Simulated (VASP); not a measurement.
An input for Ansatz (written as the equivalent of a VASP run, and not itself run):

Ansatz 0.2 input:
```yaml
crystal:
  lattice:
    - [0.0000000, 2.9610851, 2.9610851]
    - [2.9610851, 0.0000000, 2.9610851]
    - [2.9610851, 2.9610851, 0.0000000]
  atoms:
    - { symbol: Ba, position: [0.0000000, 0.0000000, 0.0000000] }
    - { symbol: O, position: [0.2500000, 0.2500000, 0.2500000] }
kpoints:
  mp_grid: { grid: [8, 8, 8] }
hamiltonian:
  xc: pbesol
  pseudopotentials: { kind: paw }
scf:
  occupations: { method: gaussian, width: 0.05 }
  max_iter: 100
relax:
  max_steps: 40
  f_tol: 0.02
  cell: {}
output: { forces: true, stress: true, eigenvalues: true }
```

Question: Translate this input to VASP (INCAR, KPOINTS, POSCAR, choice of POTCAR).

Answer: One answer among several that fit: 
### POSCAR
```
BaO
1
    0.0000000000     2.9610850610     2.9610850610
    2.9610850610     0.0000000000     2.9610850610
    2.9610850610     2.9610850610     0.0000000000
Ba O
1 1
Direct
  0.0000000000   0.0000000000   0.0000000000
  0.2500000000   0.2500000000   0.2500000000
```

INCAR:
```
SYSTEM=BaO
PREC=Accurate; ENCUT=620; LREAL=.FALSE.
LASPH=.TRUE.
EDIFF=1E-6; NELM=100; ALGO=Normal
LMAXMIX=4
ISMEAR=0; SIGMA=0.05
GGA=PS
IBRION=2; NSW=40; ISIF=3
EDIFFG=-0.02
LWAVE=.FALSE.; LCHARG=.FALSE.
```

KPOINTS:
```
K-points
0
Gamma
  8 8 8
0 0 0
```

POTCAR, in this order: Ba_sv O (PBE.64 set). Program: vasp_std.

The two are equivalent in intent, not identical: each code has its own PAW files, so the cut-off isn't converted (ENCUT is set for VASP's; basis.ecutwfc is left out, and Ansatz then takes the one that its files recommend); Ansatz stops its SCF on the density residual and VASP on the energy change (EDIFF).

The structure was generated: BaO was put into the zinc blende type (F-43m), which need not be its known phase. It was relaxed first, which changed the volume by -24 %.
